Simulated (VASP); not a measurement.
# NiMoIrPdW (Cm) in VASP: notebook, part 2 of 2

VASP 6.6.1.

## 4. Atomic charges, PBE+TS, collinear spin, ferromagnetic start

Contents of INCAR:

```
SYSTEM = NiMoIrPdW
PREC     = Accurate       ! precision mode
ENCUT    = 520            ! plane-wave cutoff, eV
EDIFF    = 1E-7           ! SCF threshold, eV
ISMEAR   = -1             ! smearing method
SIGMA    = 0.05           ! smearing width, eV
LREAL    = .False.        ! projectors in reciprocal space
LASPH    = .True.         ! aspherical terms in the spheres
NELM     = 150            ! most SCF steps
ALGO     = Normal         ! electronic algorithm
ISIF     = 2              ! what is computed and relaxed
LWAVE    = .False.        ! write WAVECAR
LCHARG   = .False.        ! write CHGCAR
ISPIN    = 2              ! spin polarisation
MAGMOM   = 1 1 0 0.6 0    ! initial moments
LORBIT   = 10             ! projections on sites
LMAXMIX  = 4              ! l up to which the mixer works
GGA      = PE             ! functional
IVDW     = 2              ! dispersion correction
KPAR     = 4
```

Contents of KPOINTS:

```
regular mesh
0
Gamma
  11 11 3
  0 0 0
```

Contents of POSCAR:

```
NiMoIrPdW
1.0
    2.3446000000     -1.4313800000      0.0090600000
    2.3446000000      1.4313800000      0.0090600000
   -2.2060000000      0.0000000000     10.9237400000
Ni Mo Pd Ir W
1 1 1 1 1
Direct
    0.4983800000      0.4983800000      0.2952500000
    0.3177300000      0.3177300000      0.9120700000
    0.2473300000      0.2473300000      0.4906100000
    0.7498200000      0.7498200000      0.1080200000
    0.6867300000      0.6867300000      0.6940600000
```

Potentials or basis: VASP PAW PBE potentials, release 64 (Ni, Mo_sv, Pd, Ir, W_sv).

Command:

```sh
> cat potpaw_PBE.64/Ni/POTCAR potpaw_PBE.64/Mo_sv/POTCAR potpaw_PBE.64/Pd/POTCAR potpaw_PBE.64/Ir/POTCAR potpaw_PBE.64/W_sv/POTCAR > POTCAR
> mpirun -np 4 vasp_std > vasp.out
```

OUTCAR:

```text
SYSTEM = NiMoIrPdW
   PREC = Accurate
   ENCUT = 520
   EDIFF = 1E-7
   ISMEAR = -1
   LREAL = .False.
   LASPH = .True.
   NELM = 150
   ISIF = 2
   ISPIN = 2
   LORBIT = 10
   GGA = PE
   IVDW = 2
  IVDW =   2

 ion  position               nearest neighbor table
   1  0.498  0.498  0.295-   4 2.59   4 2.61   4 2.61   3 2.67   3 2.68   3 2.68
   2  0.318  0.318  0.912-   4 2.68   4 2.68   4 2.68   5 2.78   5 2.78   5 3.24   5 3.44
   3  0.247  0.247  0.491-   1 2.67   1 2.68   1 2.68   5 2.74   5 2.74   5 2.75
   4  0.750  0.750  0.108-   1 2.59   1 2.61   1 2.61   2 2.68   2 2.68   2 2.68
   5  0.687  0.687  0.694-   3 2.74   3 2.74   3 2.75   2 2.78   2 2.78   2 3.24   2 3.44

  LATTYP: Found a base centered monoclinic cell.
 ALAT       =     4.6892350095
 B/A-ratio  =     0.6104961671
 C/A-ratio  =     2.3765624896
 COS(beta)  =    -0.1941602528

  Lattice vectors:

 A1 = (   2.3446000000,  -1.4313800000,   0.0090600000)
 A2 = (   2.3446000000,   1.4313800000,   0.0090600000)
[... 2056 lines left out ...]
  --------------------------------------------------------------------------------------
  -------------------------------------------------------------------------------------
  Total      -5.15139    -5.32725    -4.50050     0.00000     0.00000     0.02613
  in kB    -112.47890  -116.31877   -98.26702     0.00000     0.00000     0.57049
  external pressure =     -109.02 kB  Pullay stress =        0.00 kB

 VOLUME and BASIS-vectors are now :
 -----------------------------------------------------------------------------
  energy-cutoff  :      520.00
  volume of cell :       73.38
      direct lattice vectors                 reciprocal lattice vectors
     2.344600000 -1.431380000  0.009060000     0.213089706 -0.349313250  0.043032505
     2.344600000  1.431380000  0.009060000     0.213089706  0.349313250  0.043032505
    -2.206000000  0.000000000 10.923740000    -0.000353467  0.000000000  0.091472358

 POSITION                                       TOTAL-FORCE (eV/Angst)
 -----------------------------------------------------------------------------------
      1.68568      0.00000      3.23426        -0.028383      0.000000      0.023760
     -0.52213      0.00000      9.96897        -0.007606      0.000000     -0.089215
      0.07749      0.00000      5.36378         0.038822      0.000000     -0.060343
      3.27776      0.00000      1.19357         0.003125      0.000000      0.009824
      1.68912      0.00000      7.59417        -0.005959      0.000000      0.115974
 -----------------------------------------------------------------------------------
    total drift:                               -0.000002     -0.000000      0.000169

  FREE ENERGIE OF THE ION-ELECTRON SYSTEM (eV)
  ---------------------------------------------------
  free  energy   TOTEN  =       -47.0848359949 eV

  energy  without entropy=      -47.0485514542  energy(sigma->0) =      -47.06669372

 total charge

# of ion       s       p       d       tot
------------------------------------------
    1        0.431   0.380   8.323   9.134
    2        2.373   6.212   3.949  12.534
    3        0.528   0.561   8.476   9.564
    4        0.694   0.680   6.964   8.338
    5        2.416   6.295   3.331  12.042
--------------------------------------------------
tot          6.441  14.127  31.043  51.611

 magnetization (x)

# of ion       s       p       d       tot
------------------------------------------
    1       -0.000  -0.000   0.000   0.000
    2       -0.000  -0.000  -0.000  -0.000
    3       -0.000  -0.000   0.000  -0.000
    4       -0.000  -0.000   0.000   0.000
    5       -0.000  -0.000  -0.000  -0.000
--------------------------------------------------
tot         -0.000  -0.000   0.000   0.000
```

OSZICAR:

```text
N       E                     dE             d eps       ncg     rms          rms(c)
DAV:   1     0.672133984772E+03    0.67213E+03   -0.30058E+04 14472   0.185E+03
DAV:   2     0.209065897480E+01   -0.67004E+03   -0.65375E+03 14567   0.545E+02
[... 18 lines left out ...]
DAV:  21    -0.432563651110E+02   -0.86540E-05   -0.67315E-05 19660   0.559E-02    0.259E-02
DAV:  22    -0.432563681663E+02   -0.30553E-05   -0.33335E-05 19091   0.458E-02    0.132E-02
DAV:  23    -0.432563680906E+02    0.75646E-07   -0.28686E-06 17031   0.105E-02    0.893E-03
DAV:  24    -0.432563678138E+02    0.27681E-06   -0.37540E-07  9454   0.493E-03    0.608E-03
DAV:  25    -0.432563675851E+02    0.22867E-06   -0.11601E-06 11119   0.827E-03    0.687E-04
DAV:  26    -0.432563675979E+02   -0.12727E-07   -0.99182E-08  8351   0.200E-03
   1 F= -.47084836E+02 E0= -.47066694E+02  d E =-.362845E-01  mag=     0.0001
```

Wall time 3.1 min (4 MPI ranks of AMD EPYC 9R45 (Zen 5), shared host); peak memory 0.55 GiB.

What came out:

- Free energy: -47.0848 eV
- Pressure: -10.9 GPa
- Largest force: 0.116 eV/Å
- Band gap on the k mesh: none (metal or under the smearing width)
- Net moment: 0.00 μB per cell
- Valence electrons inside the program's atomic spheres: Ni 9.13; Mo 12.53; Pd 9.56; Ir 8.34; W 12.04
- Hirshfeld charges: Ni -0.01; Mo +0.00; Pd -0.03; Ir +0.01; W +0.03 e
- Dispersion energy per atom: -0.766 eV

Forces in eV/Å, atoms in the order of the input:
```
Ni  -0.028  0.000  0.024
Mo  -0.008  0.000 -0.089
Pd   0.039  0.000 -0.060
Ir   0.003  0.000  0.010
W   -0.006  0.000  0.116
```

Levels at points of the mesh, in eV from the Fermi level:
Spin up:
| k point | band 24 | band 25 | band 26 | band 27 | band 28 | band 29 | band 30 | band 31 | band 32 | band 33 |
| --- | --- | --- | --- | --- | --- | --- | --- | --- | --- | --- |
| (0.00, 0.00, 0.00) | -1.64 | -1.30 | -0.88 | -0.88 | -0.80 | -0.76 | -0.55 | -0.19 | 0.00 | 0.49 |
Spin down:
| k point | band 26 | band 27 | band 28 | band 29 | band 30 | band 31 |
| --- | --- | --- | --- | --- | --- | --- |
| (0.00, 0.00, 0.00) | -0.88 | -0.88 | -0.80 | -0.76 | -0.55 | -0.19 |

Caveat: atom-pairwise D2, TS and ULG terms overbind metals; pairwise dispersion overbinds metals, which lowers pressure and volume. The run has no spin-orbit coupling, so splittings on Ir, W are missing.

## 5. The runs side by side

```csv
task,level,gap on the mesh (eV),pressure (GPa),moment (μB),largest force (eV/Å)
atomic charges,PBE,none,0.3,0.00,0.09
electrostatic potential,PBE,none,0.3,0.00,0.09
atomic charges,PBE+TS,none,-10.9,0.00,0.12
```

Alike in all rows: potentials or basis VASP PAW PBE potentials, release 64 (Ni, Mo_sv, Pd, Ir, W_sv); spin collinear, ferromagnetic start; cell as given; k mesh 11 × 11 × 3; cutoff (eV) 520; smearing fermi-dirac 0.05 eV.

Every run on the cell as given and a fine mesh finds a metal. The pressure there spans -10.9 GPa (PBE+TS) to 0.3 GPa (PBE); a positive pressure means that this level wants a larger cell, a negative one a smaller.

Caveats: atom-pairwise D2, TS and ULG terms overbind metals (some runs); pairwise dispersion overbinds metals, which lowers pressure and volume (some runs).

Total energies depend on the potentials used, so only differences within one code and one set of settings carry meaning.
